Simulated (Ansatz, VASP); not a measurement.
# MgS (Niningerite) in two plane-wave programs

One calculation is typed for both programs; each brings its own data sets and cutoff. How far apart do they land?

Method: plane waves, with VASP 6.6.1 beside it; single point at PBEsol, in Ansatz 0.2.0.

## (1) The structure

Symmetry: Fm-3m, No. 225, cubic system. Conventional cell: a = 5.203 Å, b = 5.203 Å, c = 5.203 Å, α = 90.00°, β = 90.00°, γ = 90.00°. Nearest to S lie 6 Mg at 2.60 Å. Nearest to Mg lie 6 S at 2.60 Å. Farther neighbours and most contacts between anions are not listed.

## (2) VASP: single point, PBEsol

With cell and atoms fixed, the geometry can't cause a difference; cores, projectors, grids and the points listed under the comparison can.

Lines of VASP's logs that name or quote its potential files are left out, and so is its time.

INCAR

```
SYSTEM = MgS
PREC = Accurate
ENCUT = 400
EDIFF = 1E-05
NELM = 100
ISMEAR = 0
SIGMA = 0.05
LREAL = .FALSE.
ALGO = Normal
GGA = PS
NBANDS = 10
LORBIT = 11
LWAVE = .FALSE.
LCHARG = .FALSE.
KPAR = 4
```

POSCAR

```
MgS
1.0
    0.0000000000      2.6016500000      2.6016500000
    2.6016500000      0.0000000000      2.6016500000
    2.6016500000      2.6016500000      0.0000000000
S Mg
1 1
Direct
    0.5000000000      0.5000000000      0.5000000000
    0.0000000000      0.0000000000      0.0000000000
```

KPOINTS

```
Automatic mesh
0
Gamma
8 8 8
0 0 0
```

The projector-augmented-wave data sets are S and Mg (PBE family, release 64).

Command:

```sh
mpirun -np 4 vasp_std
```

Numbers of over 12 decimals in the logs are rounded to 6 here.

The program printed:

```text
[banner, memory and clock lines left out]
running    4 mpi-ranks, on    1 nodes
 distrk:  each k-point on    1 cores,    4 groups
 distr:  one band on    1 cores,    1 groups

 POSCAR found type information on POSCAR S Mg
 POSCAR found :  2 types and       2 ions
|                                                                             |
|               ----> ADVICE to this user running VASP <----                  |
|                                                                             |
|     You enforced a specific xc type in the INCAR file but a different       |
|     [... a line on the potential file left out ...]
|     I HOPE YOU KNOW WHAT YOU ARE DOING!                                     |
|                                                                             |

 LDA part: xc-table for (Slater+PW92), standard interpolation
 POSCAR, INCAR and KPOINTS ok, starting setup
 FFT: planning ... GRIDC
 FFT: planning ... GRID_SOFT
 FFT: planning ... GRID
 WAVECAR not read
 entering main loop
       N       E                     dE             d eps       ncg     rms          rms(c)
DAV:   1     0.150914740491E+02    0.15091E+02   -0.30793E+03   612   0.516E+02
DAV:   2    -0.852542299967E+01   -0.23617E+02   -0.23084E+02   716   0.938E+01
DAV:   3    -0.943770739529E+01   -0.91228E+00   -0.91125E+00   704   0.200E+01
DAV:   4    -0.944306832322E+01   -0.53609E-02   -0.53603E-02   704   0.177E+00
DAV:   5    -0.944310869028E+01   -0.40367E-04   -0.40367E-04   678   0.149E-01    0.410E+00
DAV:   6    -0.911648111315E+01    0.32663E+00   -0.72581E-01   626   0.355E+00    0.310E+00
DAV:   7    -0.907568638027E+01    0.40795E-01   -0.18795E-01   654   0.195E+00    0.192E+00
DAV:   8    -0.907300552040E+01    0.26809E-02   -0.10072E-02   646   0.625E-01    0.710E-01
DAV:   9    -0.907281333737E+01    0.19218E-03   -0.47161E-04   646   0.130E-01    0.304E-01
DAV:  10    -0.907280713217E+01    0.62052E-05   -0.14477E-04   648   0.571E-02    0.627E-03
DAV:  11    -0.907280807260E+01   -0.94043E-06   -0.17890E-06   340   0.885E-03
   1 F= -.90728081E+01 E0= -.90728081E+01  d E =-.337136E-16
```

Parts of OUTCAR (step 2):

```text
ion  position               nearest neighbor table
   1  0.500  0.500  0.500-   2 2.60   2 2.60   2 2.60   2 2.60   2 2.60   2 2.60
   2  0.000  0.000  0.000-   1 2.60   1 2.60   1 2.60   1 2.60   1 2.60   1 2.60

  LATTYP: Found a face centered cubic cell.
 ALAT       =     5.2033000000

 Subroutine GETGRP returns: Found 48 space group operations
 (whereof 48 operations were pure point group operations)

The static configuration has the point symmetry O_h .

 Found     29 irreducible k-points:

   k-points           NKPTS =     29   k-points in BZ     NKDIM =     29   number of bands    NBANDS=     10

   dimension x,y,z NGX =    24 NGY =   24 NGZ =   24
   dimension x,y,z NGXF=    48 NGYF=   48 NGZF=   48

   ENCUT  =  400.0 eV  29.40 Ry    5.42 a.u.   6.00  6.00  6.00*2*pi/ulx,y,z

   NELECT =       8.0000    total number of electrons

 k-points in reciprocal lattice and weights: Automatic mesh
   0.00000000  0.00000000  0.00000000       0.002
   0.12500000  0.00000000  0.00000000       0.016
   0.25000000  0.00000000  0.00000000       0.016
   0.37500000  0.00000000  0.00000000       0.016
   0.50000000  0.00000000  0.00000000       0.008
   0.12500000  0.12500000  0.00000000       0.012
   0.25000000  0.12500000  0.00000000       0.047
   0.37500000  0.12500000  0.00000000       0.047
   0.50000000  0.12500000  0.00000000       0.047
[...]
-0.37500000  0.50000000  0.12500000       0.023
  -0.25000000  0.50000000  0.25000000       0.012

 average (electrostatic) potential at core
       1 -86.2038       2 -36.5476

 E-fermi :   3.9465

 k-point     1 :       0.0000    0.0000    0.0000
  band No.  band energies     occupation
      1      -9.0074      2.00000
      2       3.6762      2.00000
      3       3.6762      2.00000
      4       3.6762      2.00000
      5       7.2690      0.00000
      6      11.5300      0.00000
      7      11.5300      0.00000
      8      11.5300      0.00000
      9      13.9875      0.00000
    ...

 k-point     2 :       0.1250    0.0000    0.0000
  band No.  band energies     occupation
      1      -8.8547      2.00000
      2       2.6062      2.00000
      3       3.5732      2.00000
      4       3.5732      2.00000
      5       8.0803      0.00000
      6      11.2003      0.00000
      7      11.7819      0.00000
      8      11.7819      0.00000
      9      13.3333      0.00000
    ...

 k-point     3 :       0.2500    0.0000    0.0000
  band No.  band energies     occupation
      1      -8.4409      2.00000
      2       0.8266      2.00000
      3       3.3490      2.00000
      4       3.3490      2.00000
      5       8.5053      0.00000
      6      11.4150      0.00000
      7      11.4150      0.00000
      8      11.8881      0.00000
      9      13.8923      0.00000
    ...

  Total       -0.2489189     -0.2489189     -0.2489189      0.0000000      0.0000000     -0.0000000
  in kB      -11.3237902    -11.3237902    -11.3237902      0.0000000      0.0000000     -0.0000000
  external PRESSURE =     -11.3237902 kB  Pullay stress =       0.0000000 kB

  energy-cutoff  :      400.00
  volume of cell :       35.22
      direct lattice vectors                 reciprocal lattice vectors
     0.000000000  2.601650000  2.601650000    -0.192185728  0.192185728  0.192185728
     2.601650000  0.000000000  2.601650000     0.192185728 -0.192185728  0.192185728
     2.601650000  2.601650000  0.000000000     0.192185728  0.192185728 -0.192185728

 POSITION                                       TOTAL-FORCE (eV/Angst)
 -----------------------------------------------------------------------------------
      2.60165      2.60165      2.60165         0.000000      0.000000     -0.000000
      0.00000      0.00000      0.00000        -0.000000     -0.000000      0.000000
 -----------------------------------------------------------------------------------
    total drift:                               -0.000000     -0.000000      0.000000

  FREE ENERGIE OF THE ION-ELECTRON SYSTEM (eV)
  ---------------------------------------------------
  free  energy   TOTEN  =        -9.0728080726 eV

  energy  without entropy=       -9.0728080726  energy(sigma->0) =       -9.07280807

 total charge
# of ion       s       p       d       tot
------------------------------------------
    1        1.309   2.477   0.000   3.786
    2        0.137   0.129   0.040   0.306
--------------------------------------------------
tot          1.446   2.606   0.040   4.092

[... 3 further parts left out ...]
```

The run ends at a pressure of -1.13 GPa.

## (3) Ansatz: single point, PBEsol

Ansatz runs on its default PAW (the set named soft_2) files.

The same cell, functional, mesh and smearing now go to Ansatz, which takes its cutoff from its data sets.

input.yaml

```yaml
crystal:
  lattice:
    - [0.0, 2.60165, 2.60165]
    - [2.60165, 0.0, 2.60165]
    - [2.60165, 2.60165, 0.0]
  atoms:
    - { symbol: S, position: [0.5, 0.5, 0.5] }
    - { symbol: Mg, position: [0.0, 0.0, 0.0] }
hamiltonian:
  xc: pbesol
  pseudopotentials: { kind: paw }
kpoints:
  mp_grid: { grid: [8, 8, 8] }
scf:
  occupations: { method: gaussian, width: 0.05 }
  n_extra_bands: 4
output:
  forces: true
  stress: true
  eigenvalues: true
```

Command:

```sh
ansatz run input.yaml --threads 2 --pin off --max-ram 4608MiB --backend cpu --events-out ev --progress --plain --runs-dir out
```

The program printed:

```text
scf.n_extra_bands = 4 over 8 filled bands (N_el = 16.0): the run solves 12 bands
Engine: ansatz 0.2.0, aarch64-unknown-linux-gnu
Pseudopotentials: kind: paw
Pseudopotential: S, paw, valence charge 6, recommended cutoff 420 eV (normal), S.paw.azcp
Pseudopotential: Mg, paw, valence charge 10, recommended cutoff 420 eV (normal), Mg.paw.azcp
Functional definition: PBEsol
  exchange = pbesol_x
  correlation = pbesol_c
Crystal: 2 atoms, lattice volume = 35.219 Å³
Basis set: ecut = 420 eV, 701 PW (Γ), exchange–correlation on 50×50×50 points (8 copies of the dense FFT grid, shifted against one another)
Bands: 12, of which v1, the nominal top of the filled ones, is band 8 counted from 1 (7 counted from 0)
Symmetry: 48 space group operations
Space group: Fm-3m (ITA 225), of the structure as read, at distance tolerance 3.3e-5 Å
k-points: 29 of 512
Non-local potential: S, projectors of the file, l = 0: 2, l = 1: 2, l = 2: 2
Non-local potential: Mg, projectors of the file, l = 0: 3, l = 1: 2, l = 2: 1
PAW form: soft (Blöchl's): semilocal exchange-correlation on the pseudo side does not see the compensation charge
PAW frozen core: S, regenerated for the run's functional, and the local potential with it (the file was generated under x = pbe(κ = 0.804, μ = 0.219515), c = pbe(β = 0.066725))
PAW frozen core: Mg, regenerated for the run's functional, and the local potential with it (the file was generated under x = pbe(κ = 0.804, μ = 0.219515), c = pbe(β = 0.066725))
PAW one-centre angular grid: S, 110 points (default); XC on 64 Gauss nodes
PAW one-centre angular grid: Mg, 110 points (default); XC on 64 Gauss nodes
Initial density: superposition of atomic densities (neutral atoms: chi_scale 0, normalization atom), corrected by the library's trained network
Initial wavefunctions: pseudopotential atomic-orbital guess
Functional: x = pbesol(κ = 0.804, μ = 0.123457), c = pbesol(β = 0.046)
SCF iter   1: F=—  HF=-2799.919250 eV  |F-HF|=—  |Δ(HF+E_count)|=         —  Δρ=3.80e-3  dr2=7.13e-3  ethr=1.77e-3  ⟨swp⟩=6.4  Hψ=2071  notcnv=0
preconditioner: auto → none  [insulator: Δε(μ)=2.637 eV  Ē_g=11.644 eV  σ=0.050 eV  W_gap=1.00  n_scr=8 (ndim 8)  ℏωp=17.7 eV  f_vac=0.000  D(μ)=0.00/eV (n_scr^D=0)  ε∞_Penn≈3.3]
SCF iter   2: F=—  HF=-2799.916364 eV  |F-HF|=—  |Δ(HF+E_count)|=   2.89e-3  Δρ=1.15e-3  dr2=3.22e-4  ethr=4.46e-5  ⟨swp⟩=2.0  Hψ=756  notcnv=0
SCF iter   3: F=—  HF=-2799.916362 eV  |F-HF|=—  |Δ(HF+E_count)|=   1.98e-6  Δρ=3.73e-4  dr2=2.72e-5  ethr=2.01e-6  ⟨swp⟩=2.2  Hψ=567  notcnv=0
SCF iter   4: F=—  HF=-2799.916384 eV  |F-HF|=—  |Δ(HF+E_count)|=   2.21e-5  Δρ=4.66e-5  dr2=5.05e-7  ethr=1.70e-7  ⟨swp⟩=1.0  Hψ=348  notcnv=0
iter 5 did not close the SCF: its close was put off for the readings that it lacked (scf_convergence_deferred on its scf_iter line)
SCF iter   5: F=-2799.916384 eV  HF=-2799.916384 eV  |F-HF|=1.53e-9  |Δ(HF+E_count)|=   2.54e-7  Δρ=4.25e-6  dr2=1.81e-9  ethr=3.15e-9  ⟨swp⟩=2.2  Hψ=557  notcnv=0
SCF iter   6: F=-2799.916384 eV  HF=-2799.916384 eV  |F-HF|=0.00e0  |Δ(HF+E_count)|=   1.60e-9  Δρ=2.05e-7  dr2=5.16e-12  ethr=1.13e-11  ⟨swp⟩=1.7  Hψ=1037  notcnv=0
SCF 1 converged in 6 iterations: F = -2799.916384 eV  dr2 = 5.16e-12
  greatest PAW one-centre occupation: 1.000 electrons in one spin orbital (limit 2), on the Mg atom at site 1 (counted from 0), in its partial waves of l = 0
SCF converged after 6 iterations
Free energy (F): -2799.916384 eV
Harris-Foulkes:  -2799.916384 eV  (|F-HF|=0.00e0)
Internal energy: -2799.916384 eV  (E = F + TS)
E sigma→0 (E₀):  -2799.916384 eV
Fermi energy:    7.685277 eV
--- Per-component energies (eV) ---
  E_band       = -330.840726
  E_kinetic    = 184.837466
  E_local      = -1665.698248  (includes V_loc(G=0)·N_el)
  E_nonlocal   = 124.249759
  E_hartree    = 592.315669
  E_xc         = -126.292166
  E_vxc        = -126.550514  (∫ρ·V_xc dr)
  E_paw        = -865.709655  (= ΣΔE_a)
  E_vpaw       = -32.310595  (= ΣTr[D̂ρ^β])
  E_aug_tail   = -0.000001  (compensation charges beyond the density's cutoff)
  E_ewald      = -1043.740020
  E_core_change = 0.120812  (= ΣΔE_core)
  E_smearing   = -0.000000  (= −TS)
  E_closure    = -0.000000  (closes the sum)
  Σ components = -2799.916384   (vs F -2799.916384, Δ=0.00e0)
--- Forces (eV/Å), atoms counted from 1 ---
  atom   1  S      0.00000000    -0.00000000     0.00000000
  atom   2  Mg    -0.00000000     0.00000000    -0.00000000
  max |Σ_I F_I| component: 3.07e-30 eV/Å
--- Stress (GPa, compression-positive) ---
       -0.935274       0.000000       0.000000
        0.000000      -0.935274       0.000000
        0.000000      -0.000000      -0.935274
  P = ⅓ Tr σ = -0.9353 GPa (-9.353 kbar)
--- Band table (eV; the first three rows and the last of 29) ---
  k-point 0: bands = [... 4 lower, -6.3463, 6.3342, 6.3342, 6.3342, 9.9280, 14.1474, 14.1474, 14.1474]
  k-point 1: bands = [... 4 lower, -6.1927, 5.2659, 6.2316, 6.2316, 10.7384, 13.8271, 14.3971, 14.3971]
  k-point 2: bands = [... 4 lower, -5.7768, 3.4885, 6.0082, 6.0082, 11.1588, 14.0362, 14.0362, 14.5252]
  k-point 28: bands = [... 4 lower, -4.5967, 3.0585, 3.0585, 3.9438, 11.5331, 14.1475, 14.1475, 14.2927]
```

Run time: 1 s. Hardware: 2 threads of Arm Neoverse N1, shared host; peak memory 0.25 GiB.

The run ends at a pressure of -0.94 GPa.

## (4) Differences

Known differences besides the potentials themselves: the data sets hold 16 valence electrons in Ansatz (default PAW (the set named soft_2) files) and 8 in VASP; the cutoff is 420 eV in Ansatz and 400 eV in VASP; Ansatz makes its cores anew for this functional, VASP keeps those of its PBE data sets; VASP leaves aspherical gradient terms in its spheres out (LASPH is not set), Ansatz keeps them. Total energies have different zeros and are not compared.

The two programs side by side:

| quantity | Ansatz | VASP | difference |
| --- | --- | --- | --- |
| pressure (GPa) | -0.94 | -1.13 | +0.20 |
| gap on the k mesh (eV) | 2.702 | 2.704 | -0.002 |

A gap on the mesh is an upper bound, since the band edges may lie between its points.

## (5) Summary of results

```json
{
  "difference in gap on the k mesh (single point, PBEsol)": "-0.0018 eV"
}
```

In words: The difference in gap on the k mesh is -0.0018 eV (single point, PBEsol), within the 0.08 eV picked in this series as the mark of a large difference. How closely two codes agree says nothing of how well the functional describes the real material.

[Lines on the potential files, build, host, timing and source positions are cut from VASP's logs without a mark.]

[Logs are printed without paths, hosts, clocks, repeated set-up lines and the standing remarks that a program may print on its own settings, such as how far it seeks lower states.]

[Hosts, paths, dates, database ids (printed as entryN), source tags and the programs' standing remarks are cut or masked in the printed files.]
